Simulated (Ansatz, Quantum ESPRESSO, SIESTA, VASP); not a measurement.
## NaSn₂Pd₃ (P1, 6 atoms in the cell) computed with different codes at matched settings

Self-consistent single point, at a second geometry (atoms moved at random). First geometry:

```
CELL_PARAMETERS angstrom
      5.88826     0.00000     0.00000
     -2.94413     5.09939     0.00000
      0.00000     0.00000     4.34897
ATOMIC_POSITIONS crystal
  Na 0.00000 0.00000 0.19263
  Sn 0.66667 0.33333 0.49615
  Sn 0.33333 0.66667 0.49615
  Pd 0.00000 0.50000 0.99502
  Pd 0.50000 0.00000 0.99502
  Pd 0.50000 0.50000 0.99502
```

Second geometry:
```xyz
6
Lattice="5.8883 0.0000 0.0000 -2.9441 5.0994 0.0000 0.0000 0.0000 4.3490" Properties=species:S:1:pos:R:3 pbc="T T T"
Na     0.0039    -0.0285     0.8610
Sn     2.9135     1.7768     2.1890
Sn     0.0012     3.4023     2.1591
Pd    -1.5210     2.5620     4.2824
Pd     2.9848    -0.0188     4.3404
Pd     1.5058     2.5050     4.3032
```

Shared settings, as Ansatz (a first-principles code) writes them: kpoints.mp_grid.grid = 5 5 5; scf.occupations.method = gaussian; scf.occupations.width = 0.05 eV. Potentials and cutoffs stand in the table.

| code | model | ΔF from the first geometry (meV/atom) | pressure (GPa) | largest force (eV/Å) | cutoff |
|---|---|---|---|---|---|
| Ansatz | PBEsol, PAW files made with PBE | 11.0 | -6.25 | 0.736 | 420 eV |
| SIESTA | GGA PBEsol, numerical atomic orbitals DZP, PseudoDojo PBEsol standard norm-conserving potentials (rewritten from UPF to PSML) | 13.1 | -4.96 | 0.880 | grid 400 Ry |
| VASP | PBEsol, VASP's PBE PAW potentials (set 64) | 11.1 | -6.43 | 0.741 | 300 eV |
| Quantum ESPRESSO | PBEsol, GBRV 1.5 ultrasoft (PBESOL) pseudopotentials | 11.2 | -6.14 | 0.745 | 40 Ry |

Size of the force on each atom (eV/Å): Sizes of forces hide their directions.

```json
[
 {"code": "Ansatz", "Na1": "0.099", "Sn2": "0.736", "Sn3": "0.102", "Pd4": "0.527", "Pd5": "0.158", "Pd6": "0.599"},
 {"code": "SIESTA", "Na1": "0.122", "Sn2": "0.880", "Sn3": "0.143", "Pd4": "0.640", "Pd5": "0.170", "Pd6": "0.734"},
 {"code": "VASP", "Na1": "0.099", "Sn2": "0.741", "Sn3": "0.104", "Pd4": "0.530", "Pd5": "0.159", "Pd6": "0.603"},
 {"code": "Quantum ESPRESSO", "Na1": "0.099", "Sn2": "0.745", "Sn3": "0.103", "Pd4": "0.538", "Pd5": "0.157", "Pd6": "0.612"}
]
```

On Ansatz's run: spin polarisation is off.

The spread over the programs that give each value: ΔF from the first geometry within 2.1 meV/atom; pressure within 1.47 GPa; largest force within 0.144 eV/Å.

SIESTA uses small atom-centred bases, whose incompleteness enters pressures, forces and empty levels differently from a plane-wave cutoff. Ansatz's pressure is given at a fixed set of plane waves, as the other plane-wave codes print theirs. In the pressure, SIESTA (by 1.29) lies more than 1 GPa from the median of the plane-wave programs. In the force vectors, SIESTA (by 0.147) lies more than 0.08 eV/Å from the median of the plane-wave programs.

VASP's run is marked for a possible Pulay error in its stress at this cutoff; no cutoff test was made.

The starting cell comes from a database of computed structures (which also holds hypothetical and non-ambient phases and stackings), without a prior relaxation at this level. Its lattice was rescaled by a random factor within 2.5 % of one. For this run, on top of that: atoms moved at random.

Left out of this page: CP2K (not drawn, or without a comparable value).

Keys are those of Ansatz 0.2.
